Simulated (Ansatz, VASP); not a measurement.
# EuDy: VASP beside Ansatz, part 2 of 2

Wanted: the spread between two codes on one cell, functional and k mesh. The cell is invented: As first built, before any earlier steps moved the atoms: it takes the DyHg structure with some of its atoms replaced by other elements, volume scaled by an estimate. It may not be a known or stable phase. The cell is taken from a series of runs on this material, whose earlier steps may have relaxed or scaled it; both programs get it as it stands.

VASP 6.6.1 and Ansatz 0.2.0.

So far. Step 2 (Ansatz: single point, PBE with D4): The run ends at a pressure of 0.93 GPa.

In doubt: a part-filled 4f shell, where there is one, can sit in one of many states, so energies may not be the lowest and differences between runs may mislead; derivatives with an open 4f shell can jump between states, which bears on forces and vibrations.

## (3) VASP: single point, PBE with D4

Level of this step: PBE with D4, spin-polarised from a ferrimagnetic start; plane waves and PAW (Dy, Eu); invented cell (VASP).

The same cell, functional, mesh and smearing now go to VASP, with its own data sets and cutoff.

Lines of VASP's logs that name or quote its potential files are left out, and so is its time.

Contents of INCAR:

```
SYSTEM = EuDy
PREC = Accurate
ENCUT = 450
EDIFF = 1E-06
NELM = 150
ISMEAR = -1
SIGMA = 0.05
LREAL = .FALSE.
ALGO = Normal
GGA = PE
IVDW = 13
NBANDS = 27
ISPIN = 2
MAGMOM = 4.55 -6.85
LASPH = .TRUE.
LMAXMIX = 6
AMIX = 0.2
BMIX = 1E-04
AMIX_MAG = 0.8
BMIX_MAG = 1E-04
LORBIT = 11
LWAVE = .FALSE.
LCHARG = .FALSE.
KPAR = 2
ISIF = 2
```

Contents of POSCAR:

```
EuDy
1.0
    4.0970101900      0.0000000000      0.0000000000
    0.0000000000      4.0970101900      0.0000000000
    0.0000000000      0.0000000000      4.0970101900
Dy Eu
1 1
Direct
    0.0000000000      0.0000000000      0.0000000000
    0.5000000000      0.5000000000      0.5000000000
```

Contents of KPOINTS:

```
Automatic mesh
0
Gamma
6 6 6
0 0 0
```

The projector-augmented-wave data sets are Dy and Eu (PBE family, release 64).

Launch:

```
> mpirun -np 2 vasp_std
```

Numbers of over 12 decimals in the logs are rounded to 6 here.

The program printed:

```text
[banner, memory and clock lines left out]
running    2 mpi-ranks, on    1 nodes
 distrk:  each k-point on    1 cores,    2 groups
 distr:  one band on    1 cores,    1 groups

 POSCAR found type information on POSCAR DyEu
 POSCAR found :  2 types and       2 ions
 LDA part: xc-table for (Slater+PW92), standard interpolation
 POSCAR, INCAR and KPOINTS ok, starting setup
 FFT: planning ... GRIDC
 FFT: planning ... GRID_SOFT
 FFT: planning ... GRID
 WAVECAR not read
 entering main loop
       N       E                     dE             d eps       ncg     rms          rms(c)
DAV:   1     0.255557163286E+03    0.25556E+03   -0.11588E+04  2912   0.577E+03
DAV:   2     0.415888968078E+02   -0.21397E+03   -0.19858E+03  2872   0.417E+02
DAV:   3    -0.788305810375E+01   -0.49472E+02   -0.47692E+02  3368   0.192E+02
DAV:   4    -0.152137579562E+02   -0.73307E+01   -0.71490E+01  4226   0.663E+01
DAV:   5    -0.160930826421E+02   -0.87932E+00   -0.86107E+00  4066   0.200E+01    0.474E+01
DAV:   6    -0.532048406290E+02   -0.37112E+02   -0.19260E+02  2903   0.210E+02    0.187E+02
DAV:   7    -0.272163013928E+02    0.25989E+02   -0.48107E+01  3665   0.652E+01    0.100E+02
DAV:   8    -0.183800428742E+02    0.88363E+01   -0.18456E+01  3257   0.539E+01    0.476E+01
DAV:   9    -0.189892191918E+02   -0.60918E+00   -0.27393E+00  4290   0.165E+01    0.278E+01
DAV:  10    -0.214837769509E+02   -0.24946E+01   -0.16001E+01  3293   0.152E+02    0.375E+01
DAV:  11    -0.203780395812E+02    0.11057E+01   -0.12601E+00  3779   0.207E+01    0.336E+01
DAV:  12    -0.191725307479E+02    0.12055E+01   -0.15157E+00  3762   0.198E+01    0.225E+01
DAV:  13    -0.202003036758E+02   -0.10278E+01   -0.93177E+00  4032   0.303E+01    0.565E+01
DAV:  14    -0.190986604961E+02    0.11016E+01   -0.62168E+00  3711   0.257E+01    0.105E+01
[...]
DAV:  35    -0.193086743587E+02   -0.95619E-05   -0.14114E-04  3818   0.202E-01    0.467E-01
DAV:  36    -0.193085215466E+02    0.15281E-03   -0.17131E-04  3658   0.268E-01    0.260E-01
DAV:  37    -0.193085536983E+02   -0.32152E-04   -0.11366E-04  4048   0.302E-01    0.111E-01
DAV:  38    -0.193086264952E+02   -0.72797E-04   -0.12634E-04  3949   0.323E-01    0.143E-01
DAV:  39    -0.193086204807E+02    0.60145E-05   -0.39300E-05  3477   0.962E-02    0.120E-01
DAV:  40    -0.193086154638E+02    0.50169E-05   -0.57990E-06  2756   0.563E-02    0.101E-01
DAV:  41    -0.193086129795E+02    0.24842E-05   -0.21021E-06  2019   0.347E-02    0.750E-02
DAV:  42    -0.193086121643E+02    0.81526E-06   -0.21498E-06  2146   0.283E-02
   1 F= -.19764599E+02 E0= -.19733332E+02  d E =-.625333E-01  mag=    -2.4860
```

OUTCAR, selected parts (step 3):

```text
ion  position               nearest neighbor table
   1  0.000  0.000  0.000-   2 3.55   2 3.55   2 3.55   2 3.55   2 3.55   2 3.55   2 3.55   2 3.55

  LATTYP: Found a simple cubic cell.
 ALAT       =     4.0970101900

 Subroutine GETGRP returns: Found 48 space group operations
 (whereof 48 operations were pure point group operations)

The static configuration has the point symmetry O_h .

 Found     20 irreducible k-points:

   k-points           NKPTS =     20   k-points in BZ     NKDIM =     20   number of bands    NBANDS=     27

   dimension x,y,z NGX =    28 NGY =   28 NGZ =   28
   dimension x,y,z NGXF=    56 NGYF=   56 NGZF=   56

   ENCUT  =  450.0 eV  33.07 Ry    5.75 a.u.   7.09  7.09  7.09*2*pi/ulx,y,z

   NELECT =      37.0000    total number of electrons

 k-points in reciprocal lattice and weights: Automatic mesh
   0.00000000  0.00000000  0.00000000       0.005
   0.16666667  0.00000000  0.00000000       0.028
   0.33333333  0.00000000  0.00000000       0.028
   0.50000000  0.00000000  0.00000000       0.014
   0.16666667  0.16666667  0.00000000       0.056
   0.33333333  0.16666667  0.00000000       0.111
   0.50000000  0.16666667  0.00000000       0.056
   0.33333333  0.33333333  0.00000000       0.056
   0.50000000  0.33333333  0.00000000       0.056
[...]
0.50000000  0.50000000  0.33333333       0.028
   0.50000000  0.50000000  0.50000000       0.005

 average (electrostatic) potential at core
       1 -39.5765       2 -40.3475

 E-fermi :   2.6560

 spin component 1
 k-point     1 :       0.0000    0.0000    0.0000
  band No.  band energies     occupation
    ...
     14       0.0810      1.00000
     15       0.0810      1.00000
     16       0.0810      1.00000
     17       1.5826      1.00000
     18       1.5826      1.00000
     19       5.1293      0.00000
     20       5.1293      0.00000
     21       5.1293      0.00000
     22       6.8493      0.00000
     23       6.8493      0.00000
    ...

 k-point     2 :       0.1667    0.0000    0.0000
  band No.  band energies     occupation
    ...
     14       0.0678      1.00000
     15       0.0844      1.00000
     16       0.0844      1.00000
     17       1.8014      1.00000
     18       1.8221      1.00000
     19       4.9875      0.00000
     20       4.9875      0.00000
     21       5.2728      0.00000
     22       6.2441      0.00000
     23       6.6786      0.00000
    ...

 k-point     3 :       0.3333    0.0000    0.0000
  band No.  band energies     occupation
    ...
     14       0.0462      1.00000
     15       0.0918      1.00000
     16       0.0918      1.00000
     17       1.9798      1.00000
     18       2.4113      0.99255
     19       4.8147      0.00000
     20       4.8147      0.00000
     21       4.9739      0.00000
     22       5.6187      0.00000
     23       6.0325      0.00000
    ...

 k-point     4 :       0.5000    0.0000    0.0000
  band No.  band energies     occupation
    ...
     13       0.0371      1.00000
     14       0.0961      1.00000
     15       0.0961      1.00000
     16       0.9579      1.00000
     17       1.2065      1.00000
     18       3.0340      0.00052
     19       4.0748      0.00000
     20       4.8009      0.00000
     21       4.8009      0.00000
     22       5.6130      0.00000
    ...

 k-point     5 :       0.1667    0.1667    0.0000
  band No.  band energies     occupation
    ...
     14       0.0690      1.00000
     15       0.0797      1.00000
     16       0.0880      1.00000
     17       1.9552      1.00000
     18       2.0949      0.99999
     19       4.5860      0.00000
     20       4.6297      0.00000
     21       5.5374      0.00000
     22       5.8634      0.00000
     23       6.4767      0.00000
    ...

 k-point     6 :       0.3333    0.1667    0.0000
  band No.  band energies     occupation
    ...
     14       0.0573      1.00000
     15       0.0885      1.00000
     16       0.0958      1.00000
     17       2.0351      1.00000
     18       2.6223      0.66207
     19       4.1143      0.00000
     20       4.3053      0.00000
     21       5.0316      0.00000
     22       5.3683      0.00000
     23       6.0120      0.00000
    ...

  DFT-D4 for vdW energy calculation

  Edisp (eV):   -0.45599

  Total       0.17164     0.17164     0.17164    -0.00000    -0.00000     0.00000
  in kB       3.99867     3.99867     3.99867    -0.00000    -0.00000     0.00000
  external pressure =        4.00 kB  Pullay stress =        0.00 kB

  energy-cutoff  :      450.00
  volume of cell :       68.77
      direct lattice vectors                 reciprocal lattice vectors
     4.097010190  0.000000000  0.000000000     0.244080428  0.000000000  0.000000000
     0.000000000  4.097010190  0.000000000     0.000000000  0.244080428  0.000000000
     0.000000000  0.000000000  4.097010190     0.000000000  0.000000000  0.244080428

 POSITION                                       TOTAL-FORCE (eV/Angst)
 -----------------------------------------------------------------------------------
      0.00000      0.00000      0.00000         0.000000      0.000000      0.000000
      2.04851      2.04851      2.04851         0.000000      0.000000      0.000000
 -----------------------------------------------------------------------------------
    total drift:                               -0.000000      0.000000      0.000000

  FREE ENERGIE OF THE ION-ELECTRON SYSTEM (eV)
  ---------------------------------------------------
  free  energy   TOTEN  =       -19.7645988737 eV

  energy  without entropy=      -19.7020655999  energy(sigma->0) =      -19.73333224

 total charge
# of ion       s       p       d       f       tot
--------------------------------------------------
    1        2.167   5.807   0.448   9.348  17.770
    2        2.094   5.697   0.390   6.580  14.762
--------------------------------------------------
tot          4.261  11.504   0.838  15.929  32.532

 magnetization (x)
# of ion       s       p       d       f       tot
--------------------------------------------------
    1        0.016  -0.067   0.031   4.494   4.473
    2       -0.001   0.098  -0.109  -6.569  -6.581
--------------------------------------------------
tot          0.015   0.031  -0.078  -2.076  -2.108

[... 6 further parts left out ...]
```

Without U or exact exchange the f electrons of Dy and Eu come out too delocalised, which can shrink the cell and pin f bands at the Fermi level. Dispersion corrections of this kind ignore metallic screening and tend to overbind metals.

## (4) Comparison

Known differences besides the PAW data sets themselves: VASP starts from the moments at which Ansatz ended; the cutoff is 420 eV in Ansatz and 450 eV in VASP; site moments are counted in spheres of each program's own size. Total energies have different zeros and are not compared.

The two programs side by side:

```csv
quantity,Ansatz,VASP,difference
pressure (GPa),0.93,0.40,+0.53
total moment (μB),-2.49,-2.49,-0.01
moment on Eu2 (μB),-6.85,-6.58,-0.26
moment on Dy1 (μB),4.55,4.47,+0.08
```

Ansatz's pressure holds a Pulay correction of 0.05 GPa; VASP's holds none.

## (5) Outcome

```
difference in moment on Eu2 (single point, PBE with D4) : -0.26 μB
difference in pressure (single point, PBE with D4)      : 0.53 GPa
```

The difference in pressure is 0.53 GPa (single point, PBE with D4), within the 1 GPa picked in this series as the mark of a large difference. Differences of this kind measure data sets and numerical settings, not the functional's error against experiment.

[Lines on the potential files, build, host, timing and source positions are cut from VASP's logs without a mark.]

[Logs are printed without paths, hosts, clocks, repeated set-up lines and the standing remarks that a program may print on its own settings, such as how far it seeks lower states.]

[Hosts, paths, dates, database ids (printed as entryN), source tags and the programs' standing remarks are cut or masked in the printed files.]
